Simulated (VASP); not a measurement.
A VASP calculation is set up with these files.

### INCAR
```
SYSTEM = HfC
PREC = Accurate
ENCUT = 520
EDIFF = 1E-7
NELM = 100
ALGO = Normal
LREAL = .FALSE.
LASPH = .TRUE.
ISMEAR = 1
SIGMA = 0.1
GGA = PE
IVDW = 13
LMAXMIX = 6
LWAVE = .FALSE.
LCHARG = .FALSE.
ISIF = 2
```

**POSCAR**
```
HfC
3.3340770
  0.0000000000   0.7071068448   0.7071068448
  0.7071068448   0.0000000000   0.7071068448
  0.7071068448   0.7071068448   0.0000000000
Hf C
1 1
Cartesian
  0.0000000000   0.0000000000   0.0000000000
  0.7071068448   0.7071068448   0.7071068448
```

### KPOINTS
```
Automatic mesh
0
Gamma
14 14 14
0 0 0
```

POTCAR, in this order: Hf_pv C (PBE.64 set). Program: vasp_std.

Task: Write an equivalent input for Ansatz.

Result: One equivalent input (not run):
Ansatz 0.2 input:
```yaml
crystal:
  lattice:
    - [0.0000000, 2.3575487, 2.3575487]
    - [2.3575487, 0.0000000, 2.3575487]
    - [2.3575487, 2.3575487, 0.0000000]
  atoms:
    - { symbol: Hf, position: [0.0000000, 0.0000000, 0.0000000] }
    - { symbol: C, position: [0.5000000, 0.5000000, 0.5000000] }
kpoints:
  mp_grid: { grid: [14, 14, 14] }
hamiltonian:
  xc: pbe
  dispersion: d4
  pseudopotentials: { kind: paw }
scf:
  occupations: { method: methfessel_paxton, width: 0.1 }
  max_iter: 100
output: { forces: true, stress: true, eigenvalues: true }
```
What does not carry over: each code has its own PAW files, so the cut-off isn't converted (ENCUT is set for VASP's; basis.ecutwfc is left out, and Ansatz then takes the one that its files recommend); Ansatz stops its SCF on the density residual and VASP on the energy change (EDIFF).

The compound is HfC in the rock salt structure. This cell is one point of a volume scan, at 1.06 of the reference volume.
